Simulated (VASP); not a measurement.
```yaml
crystal:
  lattice:
    - [0.00000, 2.30520, 2.30520]
    - [2.30520, 0.00000, 2.30520]
    - [2.30520, 2.30520, 0.00000]
  atoms:
    - { symbol: Hf, position: [0.00000, 0.00000, 0.00000] }
    - { symbol: N, position: [0.50000, 0.50000, 0.50000] }
```

The base run (VASP): PBE GGA, plane waves, VASP's PBE PAW potentials (set 64). Numerical set-up: 520 eV cut-off, 12×12×12 Γ-centred mesh, first-order Methfessel-Paxton smearing of 0.10 eV, potentials Hf_pv N.

One setting is varied; ΔE counts from the base run. The base run took about 30 core-seconds. Times come from single runs on busy shared machines, so they are rough: good to a factor of about 2.

Pressures at a finite cut-off, here 520 eV, hold a Pulay part, which this task's highest cut-off puts under 0.2 GPa.

| setting | cost over the base run | electronic steps | ΔE (meV/atom) | pressure (GPa) |
|---|---|---|---|---|
| base run | reference | 13 | 0.0 | -12.18 |
| ISYM = 1 | within a factor of 2 | 13 | 0.0 | -12.18 |
| SYMPREC = 1E-3 | within a factor of 2 | 13 | 0.0 | -12.18 |
| ISYM = 0 | [?] | 13 | 0.0 | -12.18 |

Fill in the missing entries.

- ISYM = 0, cost over the base run: about 9 times

Left out are runs that failed, have no time on record or changed the cell.

The compound is HfN in the rock salt structure. The cell was not relaxed at this level.
